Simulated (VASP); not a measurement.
Here is the system:

```
CELL_PARAMETERS angstrom
      1.60140    -2.77371     0.00000
      1.60140     2.77371     0.00000
      0.00000     0.00000     3.54960
ATOMIC_POSITIONS crystal
  Hf 0.02845 0.04648 0.00000
  B  0.33333 0.66667 0.50000
  B  0.66667 0.33333 0.50000
```

The numbers are results of PBE GGA, VASP's PBE PAW potentials (set 64) (plane waves; VASP), not measurements. Settings: 520 eV cut-off, 8×8×7 Γ-centred mesh, first-order Methfessel-Paxton smearing of 0.10 eV, potentials Hf_pv B.

**Question.** The ions are relaxed. Give the cell that the relaxation ends in.

**Answer.** 
```
CELL_PARAMETERS angstrom
      1.60140    -2.77371     0.00000
      1.60140     2.77371     0.00000
      0.00000     0.00000     3.54960
ATOMIC_POSITIONS crystal
  Hf 0.00943 0.01541 0.00000
  B  0.34284 0.68221 0.50000
  B  0.67618 0.34887 0.50000
```
Space group P6/mmm (191), at a tolerance of 0.03 Å.

**Question.** How much energy does the relaxation gain?

**Answer.** The energy (σ→0) changes by -32.2 meV/atom, in 7 ionic steps.

The compound is HfB2 in the AlB2 type structure. In the starting cell atoms are displaced from their ideal sites. This run relaxes the ions in a fixed cell. Symmetry was kept, so distortions that lower it aren't found.
